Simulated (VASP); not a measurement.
# BeCr3 (Pm-3m) in VASP: notebook

Runs on BeCr3. Level: PBEsol. Tasks: relaxation of cell and atoms.

All numbers are computed with VASP 6.6.1; they aren't measurements. Logs are shortened: lines on timing, memory, paths and dates and some standing lists are left out, and cuts for length are marked.

**1. The structure**

The structure is cubic, space group Pm-3m (No. 221). Conventional cell: a = 3.511 Å, b = 3.511 Å, c = 3.511 Å, α = 90.00°, β = 90.00°, γ = 90.00°. Cr (site symmetry 4/mmm) is surrounded by 8 Cr at 2.48 Å and 4 Be at 2.48 Å. Be (site symmetry m-3m) has 12 Cr at 2.48 Å as nearest neighbours.

The cell comes from a database or a generator and needn't be the stable form of this composition.

**2. Relaxation of cell and atoms, PBEsol, collinear spin, ferromagnetic start, target pressure 5 GPa, at which the enthalpy is minimised**

File INCAR:

```
SYSTEM = BeCr3
ALGO = Fast ; EDIFF = 1E-7
EDIFFG = -0.01 ; ENCUT = 600
GGA = PS ; IBRION = 2
ISIF = 3 ; ISMEAR = -1
ISPIN = 2 ; LASPH = .TRUE.
LCHARG = .FALSE. ; LMAXMIX = 4
LORBIT = 11 ; LREAL = .FALSE.
LWAVE = .FALSE. ; MAGMOM = 3 3 3 0
NELM = 100 ; NSW = 60
PREC = Accurate ; PSTRESS = 50
SIGMA = 0.05
```

File KPOINTS:

```
k-points
0
G
  6 6 6
  0 0 0
```

File POSCAR:

```
BeCr3
1.0
    3.5112140000      0.0000000000      0.0000000000
    0.0000000000      3.5112140000      0.0000000000
    0.0000000000      0.0000000000      3.5112140000
Cr Be
3 1
Direct
    0.5000000000      0.5000000000      0.0000000000
    0.5000000000      0.0000000000      0.5000000000
    0.0000000000      0.5000000000      0.5000000000
    0.0000000000      0.0000000000      0.0000000000
```

Potentials or basis: VASP PAW PBE potentials, release 64 (Cr_pv, Be).

Command:

```
> cat potpaw_PBE.64/Cr_pv/POTCAR potpaw_PBE.64/Be/POTCAR > POTCAR
> mpirun -np 1 vasp_std > vasp.out
```

OUTCAR:

```text
SYSTEM = BeCr3
   EDIFF = 1E-7
   EDIFFG = -0.01
   ENCUT = 600
   GGA = PS
   IBRION = 2
   ISIF = 3
   ISMEAR = -1
   ISPIN = 2
   LASPH = .TRUE.
   LORBIT = 11
   LREAL = .FALSE.
   NELM = 100
   NSW = 60
   PREC = Accurate
   PSTRESS = 50

 ion  position               nearest neighbor table
   1  0.500  0.500  0.000-   2 2.48   3 2.48   4 2.48   2 2.48   3 2.48   2 2.48   4 2.48   2 2.48
                             3 2.48   4 2.48   3 2.48   4 2.48
   2  0.500  0.000  0.500-   1 2.48   3 2.48   4 2.48   1 2.48   4 2.48   1 2.48   3 2.48   1 2.48
                             3 2.48   4 2.48   4 2.48   3 2.48
   3  0.000  0.500  0.500-   1 2.48   2 2.48   4 2.48   1 2.48   4 2.48   2 2.48   4 2.48   4 2.48
                             1 2.48   2 2.48   1 2.48   2 2.48
   4  0.000  0.000  0.000-   1 2.48   2 2.48   3 2.48   2 2.48   3 2.48   1 2.48   3 2.48   3 2.48
                             1 2.48   2 2.48   2 2.48   1 2.48

  LATTYP: Found a simple cubic cell.
 ALAT       =     3.5112140000

  Lattice vectors:

 A1 = (   3.5112140000,   0.0000000000,   0.0000000000)
 A2 = (   0.0000000000,   3.5112140000,   0.0000000000)
 A3 = (   0.0000000000,   0.0000000000,   3.5112140000)

Analysis of symmetry for initial positions (statically):
=====================================================================
 Subroutine PRICEL returns:
 Original cell was already a primitive cell.

 Routine SETGRP: Setting up the symmetry group for a
 simple cubic supercell.

 Subroutine GETGRP returns: Found 48 space group operations
 (whereof 48 operations were pure point group operations)
 out of a pool of 48 trial point group operations.

The static configuration has the point symmetry O_h .

Analysis of symmetry for dynamics (positions and initial velocities):
=====================================================================
 Subroutine PRICEL returns:
 Original cell was already a primitive cell.

 Routine SETGRP: Setting up the symmetry group for a
 simple cubic supercell.

 Subroutine GETGRP returns: Found 48 space group operations
 (whereof 48 operations were pure point group operations)
 out of a pool of 48 trial point group operations.

The dynamic configuration has the point symmetry O_h .

Analysis of structural, dynamic, and magnetic symmetry:
=====================================================================
 Subroutine PRICEL returns:
 Original cell was already a primitive cell.

 Routine SETGRP: Setting up the symmetry group for a
 simple cubic supercell.

 Subroutine GETGRP returns: Found 48 space group operations
 (whereof 48 operations were pure point group operations)
 out of a pool of 48 trial point group operations.

The overall configuration has the point symmetry O_h .

 Subroutine INISYM returns: Found 48 space group operations
 (whereof 48 operations are pure point group operations),
 and found     1 'primitive' translations

----------------------------------------------------------------------------------------

                                     Primitive cell

  volume of cell :      43.2884

  direct lattice vectors                    reciprocal lattice vectors
     3.511214000  0.000000000  0.000000000     0.284801781  0.000000000  0.000000000
     0.000000000  3.511214000  0.000000000     0.000000000  0.284801781  0.000000000
     0.000000000  0.000000000  3.511214000     0.000000000  0.000000000  0.284801781

  length of vectors
     3.511214000  3.511214000  3.511214000     0.284801781  0.284801781  0.284801781

  position of ions in fractional coordinates (direct lattice)
     0.500000000  0.500000000  0.000000000
     0.500000000  0.000000000  0.500000000
     0.000000000  0.500000000  0.500000000
     0.000000000  0.000000000  0.000000000

  ion indices of the primitive-cell ions
   primitive index   ion index
                 1           1
                 2           2
                 3           3
                 4           4

----------------------------------------------------------------------------------------

 KPOINTS: k-points

Automatic generation of k-mesh.
 Grid dimensions read from file:
 generate k-points for:    6    6    6

 Generating k-lattice:

  Cartesian coordinates                     Fractional coordinates (reciprocal lattice)
     0.047466963  0.000000000  0.000000000     0.166666667  0.000000000  0.000000000
     0.000000000  0.047466963  0.000000000     0.000000000  0.166666667  0.000000000
     0.000000000  0.000000000  0.047466963     0.000000000  0.000000000  0.166666667

  Length of vectors
     0.047466963  0.047466963  0.047466963

  Shift w.r.t. Gamma in fractional coordinates (k-lattice)
     0.000000000  0.000000000  0.000000000

 Subroutine IBZKPT returns following result:
 ===========================================

 Found     20 irreducible k-points:

 Following reciprocal coordinates:
            Coordinates               Weight
  0.000000  0.000000  0.000000      1.000000
  0.166667  0.000000  0.000000      6.000000
  0.333333  0.000000  0.000000      6.000000
  0.500000  0.000000  0.000000      3.000000
  0.166667  0.166667  0.000000     12.000000
  0.333333  0.166667  0.000000     24.000000
[... 12 lines left out ...]
  0.500000  0.500000  0.333333      6.000000
  0.500000  0.500000  0.500000      1.000000
   k-points           NKPTS =     20   k-points in BZ     NKDIM =     20   number of bands    NBANDS=     28
   number of dos      NEDOS =    301   number of ions     NIONS =      4
   total plane-waves  NPLWV =  21952
   dimension x,y,z NGX =    28 NGY =   28 NGZ =   28
   dimension x,y,z NGXF=    56 NGYF=   56 NGZF=   56
   ions per type =               3   1
   NGX,Y,Z   is equivalent  to a cutoff of  13.26, 13.26, 13.26 a.u.
   NGXF,Y,Z  is equivalent  to a cutoff of  26.51, 26.51, 26.51 a.u.
 SYSTEM =  BeCr3
   PREC   = accura    normal or accurate (medium, high low for compatibility)
   ISTART =      0    job   : 0-new  1-cont  2-samecut
   ICHARG =      2    charge: 1-file 2-atom 10-const
   ISPIN  =      2    spin polarized calculation?
   LNONCOLLINEAR =      F non collinear calculations
   LSORBIT =      F    spin-orbit coupling
   LASPH  =      T    aspherical Exc in radial PAW
   ENCUT  =  600.0 eV  44.10 Ry    6.64 a.u.   7.01  7.01  7.01*2*pi/ulx,y,z
   NELM   =    100;   NELMIN=  2; NELMDL= -5     # of ELM steps
   EDIFF  = 0.1E-06   stopping-criterion for ELM
   LREAL  =      F    real-space projection
   EDIFFG = -.1E-01   stopping-criterion for IOM
   NSW    =     60    number of steps for IOM
   IBRION =      2    ionic relax: 0-MD 1-quasi-New 2-CG
   NFREE  =      1    steps in history (QN), initial steepest desc. (CG)
   ISIF   =      3    stress and relaxation
   ISYM   =      2    0-nonsym 1-usesym 2-fastsym
   POTIM  = 0.5000    time-step for ionic-motion
   TEBEG  =    0.0;   TEEND  =   0.0 temperature during run
   PSTRESS=   50.0 pullay stress
   NELECT =      38.0000    total number of electrons
   NUPDOWN=      -1.0000    fix difference up-down
   EMIN   =  10.00;   EMAX   =-10.00  energy-range for DOS
   EFERMI =   0.00;   METHOD = LEGACY
   ISMEAR =    -1;   SIGMA  =   0.05  broadening in eV -4-tet -1-fermi 0-gaus
   EFERMI_NEDOS =   21; number of points for ismear=-14 and -15
   IALGO  =     68    algorithm
   IMIX   =      4    mixing-type and parameters
     AMIX     =   0.40;   BMIX     =  1.00
     AMIX_MAG =   1.60;   BMIX_MAG =  1.00
  volume/ion in A,a.u.               =      10.82        73.03
  Fermi-wavevector in a.u.,A,eV,Ry     =   1.567516  2.962176 33.430975  2.457107
  Thomas-Fermi vector in A             =   2.669684
   LORBIT       =     11    0 simple, 1 ext, 2 COOP (PROOUT), +10 PAW based schemes
   GGA     = PS    functional components
   LHFCALC =     F    Hartree Fock is set to
   AEXX    =    0.0000 exact exchange contribution
   IVDW    =     0    specifies the selected vdW correction
   LEPSILON=     F    determine dielectric tensor
   LRPA    =     F    only Hartree local field effects (RPA)
 conjugate gradient relaxation of ions
 spin polarized calculation
 RMM-DIIS sequential band-by-band and
  energy-cutoff  :      600.00
  volume of cell :       43.29
 maximum number of plane-waves:      1472
   NGX = 15   NGY = 15   NGZ = 15

--------------------------------------- Ionic step        1  -------------------------------------------

 number of electron      37.9999983 magnetization       0.0019703

 number of electron      37.9999983 magnetization      -0.0000260

 Free energy of the ion-electron system (eV)
  ---------------------------------------------------
  ext. energy  EPLUGINS =         0.00000000
  ---------------------------------------------------
  free energy    TOTEN  =       -34.17451289 eV

  energy without entropy =      -34.14673093  energy(sigma->0) =      -34.16062191

 E-fermi :   9.7145     XC(G=0): -13.1160

 val. band max:        9.6781985510   @ k =   0.5000   0.1667   0.0000
 cond. band min:       9.7216852146   @ k =   0.1667   0.0000   0.0000
 fundamental gap:      0.0434866636
 Fermi energy:         9.7145459075

 spin component 1

 k-point     1 :       0.0000    0.0000    0.0000
  band No.  band energies     occupation
      1     -33.4817      1.00000
      2     -33.4817      1.00000
      3     -33.4817      1.00000
      4     -33.0033      1.00000
      5     -33.0033      1.00000
      6     -33.0033      1.00000
[... 20 lines left out ...]
     27      12.7173      0.00000
     28      12.7173      0.00000
[... 1316 lines left out ...]
 POSITION                                       TOTAL-FORCE (eV/Angst)
 -----------------------------------------------------------------------------------
      1.72205      1.72205      0.00000        -0.000000     -0.000000      0.000000
      1.72205      0.00000      1.72205        -0.000000      0.000000      0.000000
      0.00000      1.72205      1.72205         0.000000      0.000000      0.000000
      0.00000      0.00000      0.00000        -0.000000     -0.000000      0.000000
 -----------------------------------------------------------------------------------
    total drift:                                0.000000      0.000000      0.000000

  FREE ENERGIE OF THE ION-ELECTRON SYSTEM (eV)
  ---------------------------------------------------
  free  energy   TOTEN  =       -34.2066268410 eV

  energy  without entropy=      -34.1796566229  energy(sigma->0) =      -34.19314173

  enthalpy is  TOTEN    =       -32.9316886085 eV   P V=        1.2749382326

--------------------------------------- Ionic step        4  -------------------------------------------

 number of electron      38.0000039 magnetization       0.0000013

 number of electron      38.0000039 magnetization      -0.0000001

 Free energy of the ion-electron system (eV)
  ---------------------------------------------------
  ext. energy  EPLUGINS =         0.00000000
  ---------------------------------------------------
  free energy    TOTEN  =       -34.20516842 eV

  energy without entropy =      -34.17820936  energy(sigma->0) =      -34.19168889

 E-fermi :  10.4837     XC(G=0): -13.4362

 val. band max:       10.4339369826   @ k =   0.5000   0.1667   0.0000
 cond. band min:      10.4910934974   @ k =   0.1667   0.0000   0.0000
 fundamental gap:      0.0571565149
 Fermi energy:        10.4837253165

 spin component 1

 k-point     1 :       0.0000    0.0000    0.0000
  band No.  band energies     occupation
      1     -32.7725      1.00000
      2     -32.7725      1.00000
      3     -32.7725      1.00000
      4     -32.1948      1.00000
      5     -32.1948      1.00000
      6     -32.1948      1.00000
[... 20 lines left out ...]
     27      13.7466      0.00000
     28      13.7466      0.00000
[... 1223 lines left out ...]
 VOLUME and BASIS-vectors are now :
 -----------------------------------------------------------------------------
  energy-cutoff  :      600.00
  volume of cell :       40.81
      direct lattice vectors                 reciprocal lattice vectors
     3.442764365  0.000000000  0.000000000     0.290464259 -0.000000000  0.000000000
     0.000000000  3.442764365  0.000000000    -0.000000000  0.290464259 -0.000000000
    -0.000000000  0.000000000  3.442764365    -0.000000000 -0.000000000  0.290464259

 POSITION                                       TOTAL-FORCE (eV/Angst)
 -----------------------------------------------------------------------------------
      1.72138      1.72138      0.00000        -0.000000     -0.000000      0.000000
      1.72138      0.00000      1.72138        -0.000000      0.000000      0.000000
      0.00000      1.72138      1.72138         0.000000      0.000000      0.000000
      0.00000      0.00000      0.00000        -0.000000     -0.000000      0.000000
 -----------------------------------------------------------------------------------
    total drift:                                0.000000      0.000000      0.000000

  FREE ENERGIE OF THE ION-ELECTRON SYSTEM (eV)
  ---------------------------------------------------
  free  energy   TOTEN  =       -34.2051684235 eV

  energy  without entropy=      -34.1782093605  energy(sigma->0) =      -34.19168889

  enthalpy is  TOTEN    =       -32.9317201206 eV   P V=        1.2734483029

 reached required accuracy - stopping structural energy minimisation

 total charge

# of ion       s       p       d       tot
------------------------------------------
    1        0.437   6.408   4.338  11.184
    2        0.437   6.408   4.338  11.184
    3        0.437   6.408   4.338  11.184
    4        0.460   0.785   0.000   1.245
--------------------------------------------------
tot          1.771  20.008  13.015  34.795

 magnetization (x)

# of ion       s       p       d       tot
------------------------------------------
    1        0.000   0.000  -0.000   0.000
    2        0.000   0.000  -0.000   0.000
    3        0.000   0.000  -0.000   0.000
    4        0.000   0.000   0.000   0.000
--------------------------------------------------
tot          0.000   0.000  -0.000   0.000
```

Wall time 89 s (1 thread of Intel Xeon 6975P-C (Granite Rapids), shared host); peak memory 0.2 GiB.

What came out:

```yaml
Free_energy: -34.2052 eV
Relaxed_volume: 10.20 Å³/atom
Relaxed_cell: a = 3.443 Å, b = 3.443 Å, c = 3.443 Å, α = 90.00°, β = 90.00°, γ = 90.00°
Space_group_after_relaxing_to_0.05_Å: Pm-3m (No. 221)
Energy_change_on_relaxing_the_enthalpy_is_what_falls: -7.7 meV/atom
Ionic_steps: 4
Pressure_after_relaxing: 5.0 GPa
Band_gap_on_the_k_mesh: none (metal or under the smearing width)
Net_moment: 0.00 μB per cell
Valence_electrons_inside_the_program's_atomic_spheres: Cr 11.18; Be 1.25
```

Step by step:
| step | energy change (eV) | largest force (eV/Å) | pressure (GPa) | volume (Å³) |
| --- | --- | --- | --- | --- |
| 1 | 0.0000 | 0.0000 | -8.31 | 43.29 |
| 2 | 0.2473 | 0.0000 | 26.89 | 37.90 |
| 3 | -0.0321 | 0.0000 | 4.76 | 40.85 |
| 4 | -0.0307 | 0.0000 | 5.04 | 40.81 |

Final structure:
```cif
data_structure
_symmetry_space_group_name_H-M 'P 1'
_symmetry_Int_Tables_number 1
_cell_length_a 3.4428
_cell_length_b 3.4428
_cell_length_c 3.4428
_cell_angle_alpha 90.000
_cell_angle_beta 90.000
_cell_angle_gamma 90.000
_cell_volume 40.81
loop_
_atom_site_label
_atom_site_type_symbol
_atom_site_fract_x
_atom_site_fract_y
_atom_site_fract_z
_atom_site_occupancy
Cr1 Cr 0.50000 0.50000 0.00000 1
Cr2 Cr 0.50000 0.00000 0.50000 1
Cr3 Cr 0.00000 0.50000 0.50000 1
Be1 Be 0.00000 0.00000 0.00000 1
```

Levels at points of the mesh, in eV from the Fermi level:
Spin up:
```csv
k point,band 16,band 17,band 18,band 19,band 20,band 21,band 22,band 23
"(0.00, 0.00, 0.00)",-3.16,0.65,0.65,0.65,1.90,1.90,1.90,1.94
"(0.50, 0.00, 0.00)",-1.54,-0.78,-0.78,-0.15,-0.12,0.41,0.80,0.80
"(0.50, 0.50, 0.00)",-1.84,-1.84,-0.63,-0.63,0.33,0.33,0.41,1.29
"(0.50, 0.50, 0.50)",-0.98,-0.88,-0.88,-0.88,0.50,0.50,0.50,1.22
```
Spin down:
| k point | band 16 | band 17 | band 18 | band 19 | band 20 | band 21 | band 22 | band 23 |
| --- | --- | --- | --- | --- | --- | --- | --- | --- |
| (0.00, 0.00, 0.00) | -3.16 | 0.65 | 0.65 | 0.65 | 1.90 | 1.90 | 1.90 | 1.94 |
| (0.50, 0.00, 0.00) | -1.54 | -0.78 | -0.78 | -0.15 | -0.12 | 0.41 | 0.80 | 0.80 |
| (0.50, 0.50, 0.00) | -1.84 | -1.84 | -0.63 | -0.63 | 0.33 | 0.33 | 0.41 | 1.29 |
| (0.50, 0.50, 0.50) | -0.98 | -0.88 | -0.88 | -0.88 | 0.50 | 0.50 | 0.50 | 1.22 |

Caveat: the starting moments collapsed, and a magnetic state may lie lower; the cell is relaxed towards a set pressure, so the enthalpy falls and the energy may rise; the PAW data sets were made with another functional, which shifts forces and pressure a little.

(Part 1 of 2 ends here.)
